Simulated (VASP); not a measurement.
Given:

```yaml
crystal:
  lattice:
    - [2.79507, 0.00000, 0.00000]
    - [0.00000, 2.79507, 0.00000]
    - [0.00000, 0.00000, 2.79507]
  atoms:
    - { symbol: Pt, position: [0.00000, 0.00000, 0.00000] }
    - { symbol: B, position: [0.50000, 0.50000, 0.50000] }
```

Computed with PBEsol GGA, VASP's PBE PAW potentials (set 64) (plane waves; VASP). Run with 600 eV cut-off, 12×12×12 Γ-centred mesh, first-order Methfessel-Paxton smearing of 0.10 eV, potentials Pt B.

Unless said otherwise, spin-orbit coupling is left out, though it shifts the bands of the heavy elements here.

What does the run give for the energy per atom (σ→0), pressure, band gap (on the k-mesh) with the smallest direct gap where there is one?

The band gap (on the k-mesh) is none (metal, semimetal or under 0.01 eV), the energy per atom (σ→0) is -6.475 eV/atom and the pressure is -4.13 GPa.

Total energies compare only between runs with the same potentials, cut-off and functional.

The structure was generated: BPt was put into the CsCl type (Pm-3m), which need not be its known phase. This cell was strained or had an atom moved on purpose. The electron count is odd and the run is not spin-polarised, which forces a metal.
